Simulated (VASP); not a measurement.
The system is AsH3, in a box.

```
As H
1.0
    12.55720    0.00000    0.00000
     0.00000   13.05720    0.00000
     0.00000    0.00000   13.55720
As H
1 3
Direct
  0.52424 0.50721 0.45725
  0.52325 0.41149 0.52352
  0.54775 0.57516 0.54744
  0.40380 0.52132 0.47348
```

Base run:

```yaml
Program: VASP 6.6.1
Functional: rev-vdW-DF2
Potentials_or_basis: VASP PAW PBE potentials, release 64 (As, H)
Cutoff: 400 eV
k_mesh: 1 × 1 × 1
Occupations: gaussian, width 0.01 eV
Spin: no spin polarisation
```

Its results: gap between the frontier levels 5.82 eV; largest force 0.048 eV/Å.

Problem. The run is repeated on the same cell with these changes: functional from rev-vdW-DF2 to PBEsol. What comes out?

Solution. Gap between the frontier levels 6.02 eV; largest force 0.106 eV/Å.

Caveats: the PAW data sets were made with another functional, which shifts forces and pressure a little.

A k mesh can miss the band edges.

Not every run made on this cell is shown here.
